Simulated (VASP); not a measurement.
Consider the following.

```
CELL_PARAMETERS angstrom
      4.10698     0.00000     0.00000
      0.00000     4.10698     0.00000
      0.00000     0.00000     4.10698
ATOMIC_POSITIONS crystal
  Sc 0.00000 0.00000 0.00000
  Al 0.00000 0.50000 0.50000
  Al 0.50000 0.00000 0.50000
  Al 0.50000 0.50000 0.00000
```

All values below come from PBE GGA, VASP's PBE PAW potentials (set 64) (plane waves; VASP). Settings: PREC = Normal, EDIFF = 1E-5, 400 eV cut-off, 10×10×10 Γ-centred mesh, first-order Methfessel-Paxton smearing of 0.10 eV, potentials Sc_sv Al.

**Question.** Predict the energy per atom (σ→0), band gap (on the k-mesh) with the smallest direct gap where there is one.

**Answer.** 
```json
{
  "band gap (on the k-mesh)": "none (metal, semimetal or under 0.01 eV)",
  "energy per atom (σ→0)": "-4.824 eV/atom"
}
```

Only differences to runs with the same potentials and settings are physical.

The compound is Al3Sc in the L1_2 structure. It was relaxed first.
